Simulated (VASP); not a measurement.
Computed with r2SCAN meta-GGA, VASP's PBE PAW potentials (set 64) (plane waves; VASP 6.6.1).

A VASP calculation is set up with these files.

File KPOINTS_OPT:
```
k-points along high-symmetry lines
6
Line-mode
Reciprocal
  0.000000   0.000000   0.000000 ! GAMMA
  0.000000   0.500000   0.000000 ! X

  0.000000   0.500000   0.000000 ! X
  0.500000   0.500000   0.000000 ! M

  0.500000   0.500000   0.000000 ! M
  0.000000   0.000000   0.000000 ! GAMMA

  0.000000   0.000000   0.000000 ! GAMMA
  0.000000   0.000000   0.500000 ! Z

  0.000000   0.000000   0.500000 ! Z
  0.000000   0.500000   0.500000 ! R

  0.000000   0.500000   0.500000 ! R
  0.500000   0.500000   0.500000 ! A

  0.500000   0.500000   0.500000 ! A
  0.000000   0.000000   0.500000 ! Z

  0.000000   0.500000   0.000000 ! X
  0.000000   0.500000   0.500000 ! R

  0.500000   0.500000   0.000000 ! M
  0.500000   0.500000   0.500000 ! A
```

KPOINTS:
```
Automatic
0
G
  5 5 8
0 0 0
```

**INCAR**
```
SYSTEM = HfO2
PREC = Accurate
ENCUT = 520
EDIFF = 1E-7
NELM = 100
ALGO = Normal
LREAL = .FALSE.
LASPH = .TRUE.
ISMEAR = -5
METAGGA = R2SCAN
LMIXTAU = .TRUE.
LMAXMIX = 6
LWAVE = .FALSE.
LCHARG = .FALSE.
LORBIT = 11
NEDOS = 601
ISIF = 2
LEFG = .TRUE.
```

**POSCAR**
```
HfO2
1
    4.8169491702     0.0000000000     0.0000000000
   -0.0000000000     4.8169491702     0.0000000000
    0.0000000000     0.0000000000     3.2051386205
Hf O
2 4
Direct
  0.0000000000   0.0000000000   0.0000000000
  0.5000000000   0.5000000000   0.5000000000
  0.3050519456   0.3050519456   0.0000000000
  0.8050519456   0.1949480544   0.5000000000
  0.1949480544   0.8050519456   0.5000000000
  0.6949480544   0.6949480544   0.0000000000
```

POTCAR, in this order: Hf_pv O (PBE.64 set). Program: vasp_std.

Unless said otherwise, spin-orbit coupling is left out, though it shifts the bands of the heavy elements here.

**Question.** Predict the energy per atom (σ→0), band gap (over mesh and band path).

**Answer.** 
| Property | Result |
|---|---|
| energy per atom (σ→0) | -22.898 eV/atom |
| band gap (over mesh and band path) | 4.52 eV |

**OSZICAR**
```
...
DAV:  20    -0.137385349478E+03   -0.15816E-04   -0.29367E-06  1700   0.157E-02    0.267E-02
DAV:  21    -0.137385354734E+03   -0.52562E-05   -0.27940E-06  1676   0.165E-02    0.107E-02
DAV:  22    -0.137385354851E+03   -0.11655E-06   -0.26221E-07  1560   0.445E-03    0.199E-03
DAV:  23    -0.137385354955E+03   -0.10389E-06   -0.44928E-08   974   0.219E-03    0.139E-03
DAV:  24    -0.137385354960E+03   -0.56029E-08   -0.12826E-08   954   0.916E-04
   1 F= -.13738535E+03 E0= -.13738535E+03  d E =0.000000E+00
       N       E                     dE             ncg
       N       E                     dE             ncg
```

The structure was generated: HfO2 was put into the rutile type (P4_2/mnm), which need not be its known phase. It was relaxed first.
